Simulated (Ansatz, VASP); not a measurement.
**Be (Beryllium) in two plane-wave programs**

Aim: how closely do two programs agree when they are given the same cell, functional and k mesh? The cell is a member of a volume series, scaled by 0.98 from a relaxed one, so a pressure remains.

Main program and level: Ansatz 0.2.0; plane waves, with VASP 6.6.1 beside it; single point at PBEsol.

## (1) The starting structure

The structure is hexagonal, space group P6_3/mmc (No. 194). The conventional cell has a = 2.248 Å, b = 2.248 Å, c = 3.520 Å, α = 90.00°, β = 90.00°, γ = 120.00°. Nearest to Be lie 12 Be at 2.19 to 2.25 Å.

## (2) VASP: single point, PBEsol, volume scaled by 0.98

A single point gives forces, pressure and levels at one fixed geometry, so differences don't come from the geometry; what else differs is listed under the comparison.

Lines of VASP's logs that name or quote its potential files are left out, and so is its time.

File INCAR:

```
SYSTEM = Be
PREC = Accurate
ENCUT = 400
EDIFF = 1E-06
NELM = 100
ISMEAR = 1
SIGMA = 0.2
LREAL = .FALSE.
ALGO = Normal
GGA = PS
NBANDS = 8
LORBIT = 11
LWAVE = .FALSE.
LCHARG = .FALSE.
KPAR = 2
ISIF = 2
```

File POSCAR:

```
Be
1.0
    2.2483449291      0.0000000000      0.0000000000
   -1.1241724646      1.9471238251      0.0000000000
    0.0000000000      0.0000000000      3.5202944120
Be
2
Direct
    0.3333333333      0.6666666667      0.2500000000
    0.6666666667      0.3333333333      0.7500000000
```

File KPOINTS:

```
Automatic mesh
0
Gamma
13 13 8
0 0 0
```

Potentials, in the order of the species: Be (PBE family, release 64).

Started as:

```sh
$ mpirun -np 2 vasp_std
```

Numbers of over 12 decimals in the logs are rounded to 6 here.

The log of the run:

```text
[banner, memory and clock lines left out]
running    2 mpi-ranks, on    1 nodes
 distrk:  each k-point on    1 cores,    2 groups
 distr:  one band on    1 cores,    1 groups

 POSCAR found type information on POSCAR Be
 POSCAR found :  1 types and       2 ions
|                                                                             |
|               ----> ADVICE to this user running VASP <----                  |
|                                                                             |
|     You enforced a specific xc type in the INCAR file but a different       |
|     [... a line on the potential file left out ...]
|     I HOPE YOU KNOW WHAT YOU ARE DOING!                                     |
|                                                                             |

 LDA part: xc-table for (Slater+PW92), standard interpolation
 POSCAR, INCAR and KPOINTS ok, starting setup
 FFT: planning ... GRIDC
 FFT: planning ... GRID_SOFT
 FFT: planning ... GRID
 WAVECAR not read
 entering main loop
       N       E                     dE             d eps       ncg     rms          rms(c)
DAV:   1    -0.507740592452E+01   -0.50774E+01   -0.15447E+03  1736   0.333E+02
DAV:   2    -0.801273507958E+01   -0.29353E+01   -0.27938E+01  2736   0.396E+01
DAV:   3    -0.802369407365E+01   -0.10959E-01   -0.10923E-01  1760   0.206E+00
DAV:   4    -0.802370031849E+01   -0.62448E-05   -0.62447E-05  2520   0.534E-02
DAV:   5    -0.802370031911E+01   -0.61374E-09   -0.51332E-09  1800   0.230E-04    0.128E+00
DAV:   6    -0.799893208766E+01    0.24768E-01   -0.29766E-03  1720   0.588E-01    0.776E-01
DAV:   7    -0.798867984855E+01    0.10252E-01   -0.41621E-03  1864   0.604E-01    0.159E-02
DAV:   8    -0.798867735155E+01    0.24970E-05   -0.12995E-05  1928   0.278E-02    0.658E-03
DAV:   9    -0.798867799329E+01   -0.64174E-06   -0.48992E-07  1944   0.495E-03
   1 F= -.79886780E+01 E0= -.79888525E+01  d E =0.523529E-03
```

OUTCAR, selected parts (step 2):

```text
ion  position               nearest neighbor table
   1  0.333  0.667  0.250-   2 2.19   2 2.19   2 2.19   2 2.19   2 2.19   2 2.19
   2  0.667  0.333  0.750-   1 2.19   1 2.19   1 2.19   1 2.19   1 2.19   1 2.19

  LATTYP: Found a hexagonal cell.
 ALAT       =     2.2483449291
 C/A-ratio  =     1.5657270228

 Subroutine GETGRP returns: Found 24 space group operations
 (whereof 12 operations were pure point group operations)

The static configuration has the point symmetry D_3d.
 The point group associated with its full space group is D_6h.

 Found    105 irreducible k-points:

   k-points           NKPTS =    105   k-points in BZ     NKDIM =    105   number of bands    NBANDS=      8

   dimension x,y,z NGX =    16 NGY =   16 NGZ =   24
   dimension x,y,z NGXF=    32 NGYF=   32 NGZF=   48

   ENCUT  =  400.0 eV  29.40 Ry    5.42 a.u.   3.67  3.67  5.74*2*pi/ulx,y,z

   NELECT =       4.0000    total number of electrons

 k-points in reciprocal lattice and weights: Automatic mesh
   0.00000000  0.00000000  0.00000000       0.001
   0.07692308  0.00000000  0.00000000       0.004
   0.15384615  0.00000000  0.00000000       0.004
   0.23076923  0.00000000  0.00000000       0.004
   0.30769231  0.00000000  0.00000000       0.004
   0.38461538 -0.00000000  0.00000000       0.004
   0.46153846  0.00000000  0.00000000       0.004
   0.07692308  0.07692308  0.00000000       0.004
   0.15384615  0.07692308  0.00000000       0.009
[...]
0.38461538  0.23076923  0.50000000       0.004
   0.30769231  0.30769231  0.50000000       0.004

 average (electrostatic) potential at core
       1 -32.5855       2 -32.5855

 E-fermi :   7.0359

 k-point     1 :       0.0000    0.0000    0.0000
  band No.  band energies     occupation
      1      -4.2570      2.00000
      2       2.7305      2.00000
      3       8.5404     -0.00000
      4      23.4282      0.00000
      5      23.4282      0.00000
      6      26.3563      0.00000
      7      26.3563      0.00000
    ...

 k-point     2 :       0.0769    0.0000    0.0000
  band No.  band energies     occupation
      1      -4.0864      2.00000
      2       2.9567      2.00000
      3       8.5831     -0.00000
      4      22.0623      0.00000
      5      22.4417      0.00000
      6      26.3814      0.00000
      7      26.8440      0.00000
    ...

 k-point     3 :       0.1538    0.0000    0.0000
  band No.  band energies     occupation
      1      -3.5741      2.00000
      2       3.6339      2.00000
      3       8.6840     -0.00000
      4      19.1498      0.00000
      5      20.7758      0.00000
      6      26.2074      0.00000
      7      26.9449      0.00000
    ...

  Total        0.2396116      0.2396116      0.2869762     -0.0000000     -0.0000000      0.0000000
  in kB       24.9105253     24.9105253     29.8346497     -0.0000000     -0.0000000      0.0000000
  external PRESSURE =      26.5519001 kB  Pullay stress =       0.0000000 kB

  energy-cutoff  :      400.00
  volume of cell :       15.41
      direct lattice vectors                 reciprocal lattice vectors
     2.248344929  0.000000000  0.000000000     0.444771613  0.256789010  0.000000000
    -1.124172465  1.947123825  0.000000000     0.000000000  0.513578021  0.000000000
     0.000000000  0.000000000  3.520294412     0.000000000  0.000000000  0.284067150

 POSITION                                       TOTAL-FORCE (eV/Angst)
 -----------------------------------------------------------------------------------
     -0.00000      1.29808      0.88007        -0.000000     -0.000000      0.000000
      1.12417      0.64904      2.64022         0.000000      0.000000      0.000000
 -----------------------------------------------------------------------------------
    total drift:                                0.000000     -0.000000      0.000000

  FREE ENERGIE OF THE ION-ELECTRON SYSTEM (eV)
  ---------------------------------------------------
  free  energy   TOTEN  =        -7.9886779933 eV

  energy  without entropy=       -7.9892015218  energy(sigma->0) =       -7.98885250

 total charge
# of ion       s       p       d       tot
------------------------------------------
    1        0.412   0.796   0.000   1.208
    2        0.412   0.796   0.000   1.208
--------------------------------------------------
tot          0.824   1.592   0.000   2.416

[... 3 further parts left out ...]
```

The run ends at a pressure of 2.66 GPa.

## (3) Ansatz: single point, PBEsol, volume scaled by 0.98

Ansatz runs on its default PAW (the set named soft_2) files.

The same cell, functional, mesh and smearing now go to Ansatz, which takes its cutoff from its data sets.

File input.yaml:

```yaml
crystal:
  lattice:
    - [2.2483449291, 0.0, 0.0]
    - [-1.1241724646, 1.9471238251, 0.0]
    - [0.0, 0.0, 3.520294412]
  atoms:
    - { symbol: Be, position: [0.3333333333, 0.6666666667, 0.25] }
    - { symbol: Be, position: [0.6666666667, 0.3333333333, 0.75] }
hamiltonian:
  xc: pbesol
  pseudopotentials: { kind: paw }
kpoints:
  mp_grid: { grid: [13, 13, 8] }
scf:
  occupations: { method: methfessel_paxton, width: 0.2 }
  n_extra_bands: 4
output:
  forces: true
  stress: true
  eigenvalues: true
  write_density: true
  write_potential: true
  elf: true
  volumetric_format: npy
```

Started as:

```sh
$ ansatz run input.yaml --threads 2 --pin off --max-ram 4608MiB --backend cpu --events-out ev --progress --plain --runs-dir out
```

The log of the run:

```text
scf.n_extra_bands = 4 over 2 filled bands (N_el = 4.0): the run solves 6 bands
Engine: ansatz 0.2.0, x86_64-unknown-linux-gnu
Pseudopotentials: kind: paw
Pseudopotential: Be, paw, valence charge 2, recommended cutoff 420 eV (normal), Be.paw.azcp
Functional definition: PBEsol
  exchange = pbesol_x
  correlation = pbesol_c
Crystal: 2 atoms, lattice volume = 15.411 Å³
Basis set: ecut = 420 eV, 299 PW (Γ), exchange–correlation on 32×32×48 points (8 copies of the dense FFT grid, shifted against one another)
Bands: 6, of which v1, the nominal top of the filled ones, is band 2 counted from 1 (1 counted from 0)
Symmetry: 24 space group operations
Space group: P63/mmc (ITA 194), of the structure as read, at distance tolerance 2.5e-5 Å
k-points: 105 of 1352
Non-local potential: Be, projectors of the file, l = 0: 2, l = 1: 2, l = 2: 1
PAW form: soft (Blöchl's): semilocal exchange-correlation on the pseudo side does not see the compensation charge
PAW frozen core: Be, regenerated for the run's functional, and the local potential with it (the file was generated under x = pbe(κ = 0.804, μ = 0.219515), c = pbe(β = 0.066725))
PAW one-centre angular grid: Be, 110 points (default); XC on 64 Gauss nodes
Initial density: superposition of atomic densities (neutral atoms: chi_scale 0, normalization atom), corrected by the library's trained network
Initial wavefunctions: pseudopotential atomic-orbital guess
Functional: x = pbesol(κ = 0.804, μ = 0.123457), c = pbesol(β = 0.046)
SCF iter   1: F=—  HF=-180.695250 eV  |F-HF|=—  |Δ(HF+E_count)|=         —  Δρ=1.44e-3  dr2=2.44e-4  ethr=1.77e-3  ⟨swp⟩=5.3  Hψ=5296  notcnv=0
preconditioner: auto → none  [insulator: Δε(μ)=0.148 eV  Ē_g=13.119 eV  σ=0.200 eV  W_gap=0.58  n_scr=2 (ndim 8)  ℏωp=18.9 eV  f_vac=0.000  D(μ)=0.11/eV (n_scr^D=0)  ε∞_Penn≈3.1]
SCF iter   2: F=—  HF=-180.695167 eV  |F-HF|=—  |Δ(HF+E_count)|=   8.37e-5  S|Δr|=    0.00e0  Δρ=6.64e-4  dr2=4.99e-5  ethr=6.09e-6  ⟨swp⟩=1.3  Hψ=1501  notcnv=0
SCF iter   3: F=—  HF=-180.695153 eV  |F-HF|=—  |Δ(HF+E_count)|=   1.35e-5  S|Δr|=    0.00e0  Δρ=1.82e-5  dr2=2.08e-8  ethr=2.50e-9  ⟨swp⟩=6.1  Hψ=3578  notcnv=0
SCF iter   4: F=-180.695153 eV  HF=-180.695153 eV  |F-HF|=1.63e-11  |Δ(HF+E_count)|=   3.29e-8  S|Δr|=    0.00e0  Δρ=1.96e-6  dr2=2.70e-10  ethr=5.19e-10  ⟨swp⟩=4.1  Hψ=2292  notcnv=0
SCF 1 converged in 4 iterations: F = -180.695153 eV  dr2 = 2.70e-10
  greatest PAW one-centre occupation: 0.366 electrons in one spin orbital (limit 2), on the Be atom at site 1 (counted from 0), in its partial waves of l = 0
SCF converged after 4 iterations
Stability not checked: this state was not tested for a lower state beside it, because cold or Methfessel-Paxton smearing, or corrected tetrahedra, fill the levels in a way that the test cannot read (fill_not_monotonic; see scf.lower_state_search)
Free energy (F): -180.695153 eV
Harris-Foulkes:  -180.695153 eV  (|F-HF|=1.63e-11)
Internal energy: -180.695687 eV  (E = F + TS)
E sigma→0 (E₀):  -180.695286 eV
Entropy (-TS):   0.000534 eV (0.267 meV/atom)
Fermi energy:    8.157455 eV
Step filling:    the computed levels leave a gap of 0.1467 eV = 0.7 smearing widths at the electron count; against every level under it full and every level over it empty, smearing changes F+E_penalty+E_count by +0.221 meV and its σ→0 estimate by +0.087 meV
--- Per-component energies (eV) ---
  E_band       = 12.842306
  E_kinetic    = 42.828131
  E_local      = 5.815728  (includes V_loc(G=0)·N_el)
  E_nonlocal   = 8.965084
  E_hartree    = 0.085914
  E_xc         = -39.696696
  E_vxc        = -42.164079  (∫ρ·V_xc dr)
  E_paw        = -114.511071  (= ΣΔE_a)
  E_vpaw       = -2.774391  (= ΣTr[D̂ρ^β])
  E_aug_tail   = -0.000001  (compensation charges beyond the density's cutoff)
  E_ewald      = -84.201839
  E_core_change = 0.019063  (= ΣΔE_core)
  E_smearing   = 0.000534  (= −TS)
  E_closure    = -0.000000  (closes the sum)
  Σ components = -180.695153   (vs F -180.695153, Δ=0.00e0)
--- Forces (eV/Å), atoms counted from 1 ---
  atom   1  Be     0.00000000     0.00000000    -0.00000000
  atom   2  Be    -0.00000000    -0.00000000     0.00000000
  max |Σ_I F_I| component: 3.70e-17 eV/Å
--- Stress (GPa, compression-positive) ---
        2.176208       0.000000      -0.000000
        0.000000       2.176208      -0.000000
       -0.000000      -0.000000       2.576642
  P = ⅓ Tr σ = 2.3097 GPa (23.097 kbar)
--- Band table (eV; the first three rows and the last of 105) ---
  k-point 0: bands = ["-3.1291", "3.8533", "9.6553", "24.5390", "24.5390", "27.4715"]
  k-point 1: bands = ["-2.9918", "3.1116", "10.7216", "24.6665", "24.6665", "27.4290"]
  k-point 2: bands = ["-2.5800", "1.6880", "13.1105", "25.0349", "25.0349", "26.2271"]
  k-point 104: bands = ["6.6266", "6.6266", "9.2059", "9.2059", "14.9831", "14.9831"]
```

Run time: 0.67 s. Hardware: 2 threads of Intel Xeon 6975P-C (Granite Rapids), shared host; peak memory 0.29 GiB; 0.8 s of CPU time.

Reading the cycles: dr2 is the Hartree energy of the density residual (eV), the measure of convergence; HF is the Harris–Foulkes estimate of the energy, which meets the free energy F at convergence.

The run ends at a pressure of 2.31 GPa.

## (4) Side by side

Known differences besides the potentials themselves: the cutoff is 420 eV in Ansatz and 400 eV in VASP; Ansatz makes its cores anew for this functional, VASP keeps those of its PBE data sets; VASP leaves aspherical gradient terms in its spheres out (LASPH is not set), Ansatz keeps them. Total energies have different zeros and are not compared.

Both answers:

```csv
quantity,Ansatz,VASP,difference
pressure (GPa),2.31,2.66,-0.35
```

## (5) What came out

| Quantity | Value |
| --- | --- |
| difference in pressure (single point, PBEsol, volume scaled by 0.98) | -0.35 GPa |

**Reading.** The difference in pressure is -0.35 GPa (single point, PBEsol, volume scaled by 0.98), within the 1 GPa picked in this series as the mark of a large difference. Such differences can come from data sets, numerical settings and the points named under the comparisons, not from the functional's error against experiment.

[Lines on the potential files, build, host, timing and source positions are cut from VASP's logs without a mark.]

[Logs are printed without paths, hosts, clocks, repeated set-up lines and the standing remarks that a program may print on its own settings, such as how far it seeks lower states.]

[Hosts, paths, dates, database ids (printed as entryN), source tags and the programs' standing remarks are cut or masked in the printed files.]
